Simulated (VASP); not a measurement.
# PtC (Fm-3m) in VASP: a series of runs

Runs on PtC. Level: PBE. Tasks: electric field gradients.

Everything below comes from runs of VASP 6.6.1. Logs are shortened: lines on timing, memory, paths and dates and some standing lists are left out, and cuts for length are marked.

## Step 1: The undisturbed crystal

It takes space group Fm-3m (No. 225, cubic). The conventional cell has a = 4.466 Å, b = 4.466 Å, c = 4.466 Å, α = 90.00°, β = 90.00°, γ = 90.00°. Pt (site symmetry m-3m) has 6 C at 2.23 Å as nearest neighbours. Around C (site symmetry m-3m) lie 6 Pt at 2.23 Å.

The cell comes from a database or a generator and needn't be the stable form of this composition.

## Step 2: Electric field gradients, PBE (volume scaled by 1.02)

File INCAR:

```
  PREC = Accurate
  ENCUT = 520
  EDIFF = 1E-8
  ISMEAR = -1
  SIGMA = 0.03
  LREAL = False
  LASPH = True
  NELM = 100
  ALGO = Normal
  ISIF = 2
  LWAVE = False
  LCHARG = False
  GGA = PE
  LEFG = True
  NBANDS = 14
```

File KPOINTS:

```
regular mesh
0
Gamma
  13 13 13
```

File POSCAR:

```
PtC
1.0
    0.0000000000      2.2476858285      2.2476858285
    2.2476858285      0.0000000000      2.2476858285
    2.2476858285      2.2476858285      0.0000000000
Pt C
1 1
Direct
    0.0000000000      0.0000000000      0.0000000000
    0.5000000000      0.5000000000      0.5000000000
```

Potentials or basis: VASP PAW PBE potentials, release 64 (Pt, C).

Command:

```bash
$ cat potpaw_PBE.64/Pt/POTCAR potpaw_PBE.64/C/POTCAR > POTCAR
$ mpirun -np 1 vasp_std > vasp.out
```

OUTCAR:

```text
PREC = Accurate
   ENCUT = 520
   EDIFF = 1E-8
   ISMEAR = -1
   LREAL = False
   LASPH = True
   NELM = 100
   ISIF = 2
   GGA = PE

 ion  position               nearest neighbor table
   1  0.000  0.000  0.000-   2 2.25   2 2.25   2 2.25   2 2.25   2 2.25   2 2.25
   2  0.500  0.500  0.500-   1 2.25   1 2.25   1 2.25   1 2.25   1 2.25   1 2.25

  LATTYP: Found a face centered cubic cell.
 ALAT       =     4.4953716570

  Lattice vectors:

 A1 = (   0.0000000000,   2.2476858285,   2.2476858285)
 A2 = (   2.2476858285,   0.0000000000,   2.2476858285)
 A3 = (   2.2476858285,   2.2476858285,   0.0000000000)

Analysis of symmetry for initial positions (statically):
=====================================================================
 Subroutine PRICEL returns:
 Original cell was already a primitive cell.

 Routine SETGRP: Setting up the symmetry group for a
 face centered cubic supercell.

 Subroutine GETGRP returns: Found 48 space group operations
 (whereof 48 operations were pure point group operations)
 out of a pool of 48 trial point group operations.

The static configuration has the point symmetry O_h .

Analysis of symmetry for dynamics (positions and initial velocities):
=====================================================================
 Subroutine PRICEL returns:
 Original cell was already a primitive cell.

 Routine SETGRP: Setting up the symmetry group for a
 face centered cubic supercell.

 Subroutine GETGRP returns: Found 48 space group operations
 (whereof 48 operations were pure point group operations)
 out of a pool of 48 trial point group operations.

The dynamic configuration has the point symmetry O_h .

 Subroutine INISYM returns: Found 48 space group operations
 (whereof 48 operations are pure point group operations),
 and found     1 'primitive' translations

----------------------------------------------------------------------------------------

                                     Primitive cell

  volume of cell :      22.7110

  direct lattice vectors                    reciprocal lattice vectors
     0.000000000  2.247685828  2.247685828    -0.222451018  0.222451018  0.222451018
     2.247685828  0.000000000  2.247685828     0.222451018 -0.222451018  0.222451018
     2.247685828  2.247685828  0.000000000     0.222451018  0.222451018 -0.222451018

  length of vectors
     3.178707783  3.178707783  3.178707783     0.385296465  0.385296465  0.385296465

  position of ions in fractional coordinates (direct lattice)
     0.000000000  0.000000000  0.000000000
     0.500000000  0.500000000  0.500000000

  ion indices of the primitive-cell ions
   primitive index   ion index
                 1           1
                 2           2

----------------------------------------------------------------------------------------

 KPOINTS: regular mesh

Automatic generation of k-mesh.
 Grid dimensions read from file:
 generate k-points for:   13   13   13

 Generating k-lattice:

  Cartesian coordinates                     Fractional coordinates (reciprocal lattice)
    -0.017111617  0.017111617  0.017111617     0.076923077  0.000000000  0.000000000
     0.017111617 -0.017111617  0.017111617     0.000000000  0.076923077  0.000000000
     0.017111617  0.017111617 -0.017111617     0.000000000  0.000000000  0.076923077

  Length of vectors
     0.029638190  0.029638190  0.029638190

  Shift w.r.t. Gamma in fractional coordinates (k-lattice)
     0.000000000  0.000000000  0.000000000

 Subroutine IBZKPT returns following result:
 ===========================================

 Found     84 irreducible k-points:

 Following reciprocal coordinates:
            Coordinates               Weight
  0.000000  0.000000  0.000000      1.000000
  0.076923  0.000000  0.000000      8.000000
  0.153846  0.000000  0.000000      8.000000
  0.230769  0.000000  0.000000      8.000000
  0.307692  0.000000  0.000000      8.000000
  0.384615  0.000000  0.000000      8.000000
[... 16 lines left out ...]
  0.384615  0.153846  0.000000     24.000000
  0.461538  0.153846  0.000000     24.000000
 [... further k-points ...]
   k-points           NKPTS =     84   k-points in BZ     NKDIM =     84   number of bands    NBANDS=     14
   number of dos      NEDOS =    301   number of ions     NIONS =      2
   total plane-waves  NPLWV =  13824
   dimension x,y,z NGX =    24 NGY =   24 NGZ =   24
   dimension x,y,z NGXF=    48 NGYF=   48 NGZF=   48
   ions per type =               1   1
   NGX,Y,Z   is equivalent  to a cutoff of  12.55, 12.55, 12.55 a.u.
   NGXF,Y,Z  is equivalent  to a cutoff of  25.10, 25.10, 25.10 a.u.
 SYSTEM =  unknown system
   PREC   = accura    normal or accurate (medium, high low for compatibility)
   ISTART =      0    job   : 0-new  1-cont  2-samecut
   ICHARG =      2    charge: 1-file 2-atom 10-const
   ISPIN  =      1    spin polarized calculation?
   LNONCOLLINEAR =      F non collinear calculations
   LSORBIT =      F    spin-orbit coupling
   LASPH  =      T    aspherical Exc in radial PAW
   ENCUT  =  520.0 eV  38.22 Ry    6.18 a.u.   5.91  5.91  5.91*2*pi/ulx,y,z
   NELM   =    100;   NELMIN=  2; NELMDL= -5     # of ELM steps
   EDIFF  = 0.1E-07   stopping-criterion for ELM
   LREAL  =      F    real-space projection
   EDIFFG = 0.1E-06   stopping-criterion for IOM
   NSW    =      0    number of steps for IOM
   IBRION =     -1    ionic relax: 0-MD 1-quasi-New 2-CG
   NFREE  =      0    steps in history (QN), initial steepest desc. (CG)
   ISIF   =      2    stress and relaxation
   ISYM   =      2    0-nonsym 1-usesym 2-fastsym
   POTIM  = 0.5000    time-step for ionic-motion
   TEBEG  =    0.0;   TEEND  =   0.0 temperature during run
   PSTRESS=    0.0 pullay stress
   NELECT =      14.0000    total number of electrons
   NUPDOWN=      -1.0000    fix difference up-down
   EMIN   =  10.00;   EMAX   =-10.00  energy-range for DOS
   EFERMI =   0.00;   METHOD = LEGACY
   ISMEAR =    -1;   SIGMA  =   0.03  broadening in eV -4-tet -1-fermi 0-gaus
   EFERMI_NEDOS =   21; number of points for ismear=-14 and -15
   IALGO  =     38    algorithm
   IMIX   =      4    mixing-type and parameters
     AMIX     =   0.40;   BMIX     =  1.00
     AMIX_MAG =   1.60;   BMIX_MAG =  1.00
  volume/ion in A,a.u.               =      11.36        76.63
  Fermi-wavevector in a.u.,A,eV,Ry     =   1.393281  2.632918 26.412046  1.941231
  Thomas-Fermi vector in A             =   2.516942
   LORBIT       =      0    0 simple, 1 ext, 2 COOP (PROOUT), +10 PAW based schemes
   GGA     = PE    functional components
   LHFCALC =     F    Hartree Fock is set to
   AEXX    =    0.0000 exact exchange contribution
   IVDW    =     0    specifies the selected vdW correction
   LEPSILON=     F    determine dielectric tensor
   LRPA    =     F    only Hartree local field effects (RPA)
 non-spin polarized calculation
  energy-cutoff  :      520.00
  volume of cell :       22.71
 maximum number of plane-waves:       623
   NGX = 11   NGY = 11   NGZ = 11

 number of electron      14.0000002 magnetization

 Free energy of the ion-electron system (eV)
  ---------------------------------------------------
  ext. energy  EPLUGINS =         0.00000000
  ---------------------------------------------------
  free energy    TOTEN  =       -12.40074277 eV

  energy without entropy =      -12.39792354  energy(sigma->0) =      -12.39933315

 E-fermi :  10.0432     XC(G=0): -13.0026

 val. band max:       10.0260094769   @ k =   0.3077   0.2308   0.0000
 cond. band min:      10.0491969755   @ k =  -0.3077   0.3077   0.0000
 fundamental gap:      0.0231874985
 Fermi energy:        10.0431507769

 k-point     1 :       0.0000    0.0000    0.0000
  band No.  band energies     occupation
      1      -4.4909      2.00000
      2       5.9045      2.00000
      3       5.9045      2.00000
      4       5.9045      2.00000
      5       6.5567      2.00000
      6       6.5567      2.00000
      7       9.8697      1.99384
      8       9.8697      1.99384
      9       9.8697      1.99384
     10      15.7879      0.00000
     11      22.3458      0.00000
     12      29.8727      0.00000
     13      29.8727      0.00000
     14      29.8727      0.00000
[... 377 lines left out ...]
      1      -1.4465      2.00000
      2       2.2865      2.00000
      3       3.9493      2.00000
      4       4.2047      2.00000
      5       7.2847      2.00000
      6       7.8724      2.00000
      7       9.1084      2.00000
      8      13.3510      0.00000
      9      14.1199      0.00000
     10      18.0949      0.00000
     11      19.6032      0.00000
     12      22.7550      0.00000
     13      23.2757      0.00000
     14      30.3273      0.00000

 [... further k-points ...]

------------------------ aborting loop because EDIFF is reached ----------------------------------------

  FORCE on cell =-STRESS in cart. coord.  units (eV):
  Direction    XX          YY          ZZ          XY          YZ          ZX
  --------------------------------------------------------------------------------------
  -------------------------------------------------------------------------------------
  Total       -0.7062919     -0.7062919     -0.7062919     -0.0000000      0.0000000      0.0000000
  in kB      -49.8262224    -49.8262224    -49.8262224     -0.0000000      0.0000000      0.0000000
  external PRESSURE =     -49.8262224 kB  Pullay stress =       0.0000000 kB

 VOLUME and BASIS-vectors are now :
 -----------------------------------------------------------------------------
  energy-cutoff  :      520.00
  volume of cell :       22.71
      direct lattice vectors                 reciprocal lattice vectors
     0.000000000  2.247685828  2.247685828    -0.222451018  0.222451018  0.222451018
     2.247685828  0.000000000  2.247685828     0.222451018 -0.222451018  0.222451018
     2.247685828  2.247685828  0.000000000     0.222451018  0.222451018 -0.222451018

 POSITION                                       TOTAL-FORCE (eV/Angst)
 -----------------------------------------------------------------------------------
      0.00000      0.00000      0.00000         0.000000      0.000000      0.000000
      2.24769      2.24769      2.24769        -0.000000     -0.000000     -0.000000
 -----------------------------------------------------------------------------------
    total drift:                                0.000000     -0.000000     -0.000000

  FREE ENERGIE OF THE ION-ELECTRON SYSTEM (eV)
  ---------------------------------------------------
  free  energy   TOTEN  =       -12.4007427745 eV

  energy  without entropy=      -12.3979235351  energy(sigma->0) =      -12.39933315

 Electric field gradients (V/A^2)
---------------------------------------------------------------------
 ion       V_xx      V_yy      V_zz      V_xy      V_xz      V_yz
---------------------------------------------------------------------
   1       0.000     0.000    -0.000     0.000     0.000     0.000
   2      -0.000    -0.000    -0.000     0.000     0.000     0.000
---------------------------------------------------------------------

 Electric field gradients after diagonalization (V/A^2)
 (convention: |V_zz| > |V_xx| > |V_yy|)
----------------------------------------------------------------------
 ion       V_xx      V_yy      V_zz     asymmetry (V_yy - V_xx)/ V_zz
----------------------------------------------------------------------
   1      -0.000    -0.000     0.000       0.000
   2      -0.000    -0.000     0.001       0.000
----------------------------------------------------------------------

           NMR quadrupolar parameters

 Cq : quadrupolar parameter    Cq=e*Q*V_zz/h
 eta: asymmetry parameters     (V_yy - V_xx)/ V_zz
 Q  : nuclear electric quadrupole moment in mb (millibarn)
----------------------------------------------------------------------
 ion       Cq(MHz)       eta       Q (mb)
----------------------------------------------------------------------
   1       0.000       0.000       1.000
   2       0.000       0.000       1.000
----------------------------------------------------------------------
```

Run time: 17 s. Hardware: 1 thread of AMD EPYC 9R14 (Zen 4), shared host; peak memory 0.13 GiB.

What came out:

* Free energy: -12.4007 eV
* Pressure: -5.0 GPa
* Band gap on the k mesh: none (metal or under the smearing width)

Electric field gradients, principal values (V/Å²):
```
atom    Vxx    Vyy    Vzz
1 Pt  0.000  0.000  0.000
 2 C  0.000  0.000  0.001
```

## Step 3: Electric field gradients, PBE (volume scaled by 0.9405, crystal datasets)

File INCAR:

```
SYSTEM = PtC
PREC = Accurate
ENCUT = 520
EDIFF = 1E-8
ISMEAR = -1
SIGMA = 0.03
LREAL = .False.
LASPH = .True.
NELM = 60
ALGO = Fast
ISIF = 2
LWAVE = .False.
LCHARG = .False.
GGA = PE
LEFG = .True.
NBANDS = 14
```

File KPOINTS:

```
Automatic mesh
0
Gamma
  13 13 13
  0 0 0
```

File POSCAR:

```
PtC
1.0
    0.0000000000      2.1877036099      2.1877036099
    2.1877036099      0.0000000000      2.1877036099
    2.1877036099      2.1877036099      0.0000000000
Pt C
1 1
Direct
    0.0000000000      0.0000000000      0.0000000000
    0.5000000000      0.5000000000      0.5000000000
```

Potentials or basis: VASP PAW PBE potentials, release 64 (Pt, C).

Command:

```bash
$ cat potpaw_PBE.64/Pt/POTCAR potpaw_PBE.64/C/POTCAR > POTCAR
$ mpirun -np 1 vasp_std > vasp.out
```

OUTCAR:

```text
SYSTEM = PtC
   PREC = Accurate
   ENCUT = 520
   EDIFF = 1E-8
   ISMEAR = -1
   LREAL = .False.
   LASPH = .True.
   NELM = 60
   ISIF = 2
   GGA = PE

 ion  position               nearest neighbor table
   1  0.000  0.000  0.000-   2 2.19   2 2.19   2 2.19   2 2.19   2 2.19   2 2.19
   2  0.500  0.500  0.500-   1 2.19   1 2.19   1 2.19   1 2.19   1 2.19   1 2.19

  LATTYP: Found a face centered cubic cell.
 ALAT       =     4.3754072198

  Lattice vectors:

 A1 = (   0.0000000000,   2.1877036099,   2.1877036099)
 A2 = (   2.1877036099,   0.0000000000,   2.1877036099)
 A3 = (   2.1877036099,   2.1877036099,   0.0000000000)

Analysis of symmetry for initial positions (statically):
=====================================================================
 Subroutine PRICEL returns:
 Original cell was already a primitive cell.

 Routine SETGRP: Setting up the symmetry group for a
 face centered cubic supercell.

 Subroutine GETGRP returns: Found 48 space group operations
 (whereof 48 operations were pure point group operations)
 out of a pool of 48 trial point group operations.

The static configuration has the point symmetry O_h .

Analysis of symmetry for dynamics (positions and initial velocities):
=====================================================================
 Subroutine PRICEL returns:
 Original cell was already a primitive cell.

 Routine SETGRP: Setting up the symmetry group for a
 face centered cubic supercell.

 Subroutine GETGRP returns: Found 48 space group operations
 (whereof 48 operations were pure point group operations)
 out of a pool of 48 trial point group operations.

[... 554 lines left out ...]
      6       9.1161      2.00000
      7      10.5108      2.00000
      8      15.0504      0.00000
      9      15.9862      0.00000
     10      19.7718      0.00000
     11      21.6981      0.00000
     12      24.7499      0.00000
     13      25.1128      0.00000
     14      32.6769      0.00000

 [... further k-points ...]

------------------------ aborting loop because EDIFF is reached ----------------------------------------

  FORCE on cell =-STRESS in cart. coord.  units (eV):
  Direction    XX          YY          ZZ          XY          YZ          ZX
  --------------------------------------------------------------------------------------
  -------------------------------------------------------------------------------------
  Total        2.4278475      2.4278475      2.4278475      0.0000000      0.0000000      0.0000000
  in kB      185.7533015    185.7533015    185.7533015      0.0000000      0.0000000      0.0000000
  external PRESSURE =     185.7533015 kB  Pullay stress =       0.0000000 kB

 VOLUME and BASIS-vectors are now :
 -----------------------------------------------------------------------------
  energy-cutoff  :      520.00
  volume of cell :       20.94
      direct lattice vectors                 reciprocal lattice vectors
     0.000000000  2.187703610  2.187703610    -0.228550155  0.228550155  0.228550155
     2.187703610  0.000000000  2.187703610     0.228550155 -0.228550155  0.228550155
     2.187703610  2.187703610  0.000000000     0.228550155  0.228550155 -0.228550155

 POSITION                                       TOTAL-FORCE (eV/Angst)
 -----------------------------------------------------------------------------------
      0.00000      0.00000      0.00000         0.000000      0.000000      0.000000
      2.18770      2.18770      2.18770        -0.000000     -0.000000     -0.000000
 -----------------------------------------------------------------------------------
    total drift:                                0.000000     -0.000000     -0.000000

  FREE ENERGIE OF THE ION-ELECTRON SYSTEM (eV)
  ---------------------------------------------------
  free  energy   TOTEN  =       -12.3349696767 eV

  energy  without entropy=      -12.3326166738  energy(sigma->0) =      -12.33379318

 Electric field gradients (V/A^2)
---------------------------------------------------------------------
 ion       V_xx      V_yy      V_zz      V_xy      V_xz      V_yz
---------------------------------------------------------------------
   1      -0.000     0.000    -0.000     0.000     0.000     0.000
   2      -0.000    -0.000    -0.000     0.000     0.000     0.000
---------------------------------------------------------------------

 Electric field gradients after diagonalization (V/A^2)
 (convention: |V_zz| > |V_xx| > |V_yy|)
----------------------------------------------------------------------
 ion       V_xx      V_yy      V_zz     asymmetry (V_yy - V_xx)/ V_zz
----------------------------------------------------------------------
   1      -0.000    -0.000     0.001       0.000
   2      -0.000    -0.000     0.000       0.000
----------------------------------------------------------------------

           NMR quadrupolar parameters

 Cq : quadrupolar parameter    Cq=e*Q*V_zz/h
 eta: asymmetry parameters     (V_yy - V_xx)/ V_zz
 Q  : nuclear electric quadrupole moment in mb (millibarn)
----------------------------------------------------------------------
 ion       Cq(MHz)       eta       Q (mb)
----------------------------------------------------------------------
   1       0.000       0.000       1.000
   2       0.000       0.000       1.000
----------------------------------------------------------------------
```

Run time: 19 s. Hardware: 1 thread of AMD EPYC 9R14 (Zen 4), shared host; peak memory 0.13 GiB.

Results:

- Free energy: -12.3350 eV
- Pressure: 18.6 GPa
- Band gap on the k mesh: none (metal or under the smearing width)

Electric field gradients, principal values (V/Å²):
```
atom    Vxx    Vyy    Vzz
1 Pt  0.000  0.000  0.001
 2 C  0.000  0.000  0.000
```

Caveat: so large a pressure means that the cell lies far from this level's equilibrium, or that cutoff or potentials fall short.
